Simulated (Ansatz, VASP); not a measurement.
## LaPb2 in VASP and in Ansatz

```
CELL_PARAMETERS angstrom
-2.05247 2.05247 5.60061
2.05247 -2.05247 5.60061
2.05247 2.05247 -5.60061
ATOMIC_POSITIONS crystal
Pb 0.68639 0.68639 0.00000
Pb 0.31361 0.31361 0.00000
La 0.00000 0.00000 0.00000
```

Change from the starting cell: volume scaled by 0.98.

Alike in both runs: task single point; functional PBE; k mesh 9 × 9 × 9; occupations fermi-dirac, width 0.05 eV; no spin polarisation.

|  | VASP | Ansatz |
| --- | --- | --- |
| version | VASP 6.6.1 | Ansatz 0.2.0 |
| potentials or method | VASP PAW PBE potentials, release 64 (Pb_d, La) | Ansatz PAW |
| plane-wave cutoff (eV) | 520 | 420 |
| valence electrons in the cell | 39 | 39 |

|  | VASP | Ansatz | Ansatz less VASP |
| --- | --- | --- | --- |
| gap on the k mesh at the Fermi level (eV) | none | none | - |
| pressure (GPa) | 1.0 | 1.0 | +0.07 |
| largest component of the traceless stress (GPa) | 0.99 | 1.00 | +0.011 |
| rms of the force components (eV/Å) | 0.055 | 0.054 | -0.0010 |

Atom by atom the forces differ by 0.001 eV/Å (rms over components). A gap of «none» marks a metal or a gap that the smearing closes.

The runs have no spin-orbit coupling, so splittings on La, Pb are missing.
